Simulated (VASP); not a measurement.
These are PBE GGA, VASP's PBE PAW potentials (set 64) (plane waves; VASP 6.6.1) values and carry that method's errors.

VASP ran on this input.

### POSCAR
```
YN
4.9048850
  0.0000000000   0.5000000387   0.5000000387
  0.5000000387   0.0000000000   0.5000000387
  0.5000000387   0.5000000387   0.0000000000
Y N
1 1
Direct
  0.0000000000   0.0000000000   0.0000000000
  0.5000000000   0.5000000000   0.5000000000
```

### INCAR
```
SYSTEM = YN
PREC = Accurate
ENCUT = 520
EDIFF = 1E-7
NELM = 100
ALGO = Normal
LREAL = .FALSE.
LASPH = .TRUE.
ISMEAR = -5
GGA = PE
LMAXMIX = 4
LWAVE = .FALSE.
LCHARG = .TRUE.
LORBIT = 11
NEDOS = 601
ISIF = 2
```

File KPOINTS:
```
Automatic mesh
0
Gamma
10 10 10
0 0 0
```

POTCAR, in this order: Y_sv N (PBE.64 set). Program: vasp_std.

Q: What does the run give for the energy per atom (σ→0), band gap (on the k-mesh)?

A: 
| Item | Value |
|---|---|
| energy per atom (σ→0) | -9.114 eV/atom |
| band gap (on the k-mesh) | 0.21 eV |

### OSZICAR
```
...
DAV:  10    -0.182285507111E+02   -0.10977E-03   -0.94248E-04  1348   0.311E-01    0.611E-01
DAV:  11    -0.182287274246E+02   -0.17671E-03   -0.10291E-03  1328   0.344E-01    0.852E-02
DAV:  12    -0.182287199323E+02    0.74923E-05   -0.96905E-05  1328   0.955E-02    0.146E-01
DAV:  13    -0.182287194851E+02    0.44716E-06   -0.42090E-06  1532   0.210E-02    0.403E-02
DAV:  14    -0.182287188599E+02    0.62525E-06   -0.10706E-06  1372   0.956E-03    0.162E-02
DAV:  15    -0.182287184397E+02    0.42016E-06   -0.50395E-07  1360   0.725E-03    0.460E-04
DAV:  16    -0.182287184099E+02    0.29837E-07   -0.80673E-09   608   0.102E-03
   1 F= -.18228718E+02 E0= -.18228718E+02  d E =0.000000E+00
```

The compound is YN in the rock salt structure. It was relaxed first.
